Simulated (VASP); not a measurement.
Input of a VASP 6.6.1 run:

The input INCAR:

```
SYSTEM = ZnCd3Se3S
PREC = Normal
ENCUT = 520
EDIFF = 1E-4
ISMEAR = 0
SIGMA = 0.15
LREAL = .False.
LASPH = .True.
NELM = 60
ALGO = Fast
ISIF = 3
LWAVE = .False.
LCHARG = .False.
GGA = PE
IBRION = 2
NSW = 24
EDIFFG = -0.08
```

File KPOINTS:

```
regular mesh
0
Gamma
  3 3 2
  0 0 0
```

File POSCAR:

```
ZnCd3Se3S
1.0
    5.1562105100      0.0000000000      0.0000000000
    0.0000000000      5.1562105100      0.0000000000
    0.0000000000      0.0000000000      7.5398353500
Zn Cd Se S
1 3 3 1
Direct
    0.0000000000      0.0000000000      0.0000000000
    0.0000000000      0.0000000000      0.5000000000
    0.5000000000      0.0000000000      0.5000000000
    0.0000000000      0.5000000000      0.5000000000
    0.0000000000      0.0000000000      0.2474316000
    0.0000000000      0.0000000000      0.7525684000
    0.5000000000      0.5000000000      0.5000000000
    0.5000000000      0.5000000000      0.0000000000
```

Potentials or basis: VASP PAW PBE potentials, release 64 (Zn, Cd, Se, S).

Command:

```sh
$ cat potpaw_PBE.64/Zn/POTCAR potpaw_PBE.64/Cd/POTCAR potpaw_PBE.64/Se/POTCAR potpaw_PBE.64/S/POTCAR > POTCAR
$ mpirun -np 1 vasp_std > vasp.out
```

**Question.** Estimate the relaxed volume.

**Answer.** 37.59 Å³/atom.

**Question.** Predict the band gap on the k mesh.

**Answer.** None (metal or under the smearing width).

**Question.** Predict the relaxed cell.

**Answer.** a = 5.581 Å, b = 5.581 Å, c = 9.653 Å, α = 90.00°, β = 90.00°, γ = 90.00°.

Step by step:
| step | energy change (eV) | largest force (eV/Å) | pressure (GPa) | volume (Å³) |
| --- | --- | --- | --- | --- |
| 1 | 0.0000 | 8.7887 | 40.02 | 200.46 |
| 2 | -7.8854 | 0.8835 | -5.57 | 414.57 |
| 3 | -9.3190 | 3.5672 | 3.15 | 291.03 |
| 4 | -11.0902 | 2.3750 | 1.35 | 308.77 |
| 5 | -11.0909 | 2.0968 | 1.08 | 313.49 |
| 6 | -11.0873 | 1.9415 | 0.89 | 316.19 |
| 7 | -11.2839 | 0.5421 | -0.71 | 326.72 |
| 8 | -11.2861 | 0.4454 | -0.88 | 327.94 |
| 9 | -11.4880 | 0.5824 | -1.10 | 323.04 |
| 10 | -12.0225 | 0.5022 | -0.45 | 307.27 |
| 11 | -11.9967 | 0.0045 | 0.05 | 303.90 |
| 12 | -12.0245 | 0.4131 | -0.41 | 306.52 |
| 13 | -12.0362 | 0.4929 | 0.23 | 297.67 |
| 14 | -12.0493 | 0.1005 | -0.01 | 301.36 |
| 15 | -12.0626 | 0.0642 | -0.23 | 300.50 |
| 16 | -12.0636 | 0.0681 | -0.18 | 300.69 |

Caveat: the k mesh is coarse (spacing up to 0.42 Å⁻¹), so the values aren't converged; the volume moved by over 15 % at a fixed basis, so the end points are rough; the relaxation stopped at a loose force limit of 0.08 eV/Å, so its end isn't a converged minimum.
